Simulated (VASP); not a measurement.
Consider the following.

```yaml
crystal:
  lattice:
    - [0.00000, 3.56667, 3.56667]
    - [3.56667, 0.00000, 3.56667]
    - [3.56667, 3.56667, 0.00000]
  atoms:
    - { symbol: Ba, position: [0.00000, 0.00000, 0.00000] }
    - { symbol: Te, position: [0.50000, 0.50000, 0.50000] }
```

Calculation: PBE GGA with D4 dispersion, VASP's PBE PAW potentials (set 64) (plane waves; VASP 6.6.1). Run with 520 eV cut-off, 7×7×7 Γ-centred mesh, Gaussian smearing of 0.050 eV, potentials Ba_sv Te.

### Question
Predict the energy per atom (σ→0), pressure.

### Answer

* **energy per atom (σ→0)**: -4.601 eV/atom
* **pressure**: -1.58 GPa

Total energies compare only between runs with the same potentials, cut-off and functional.

The compound is BaTe in the rock salt structure. This cell is one point of a volume scan, at 1.06 of the reference volume.
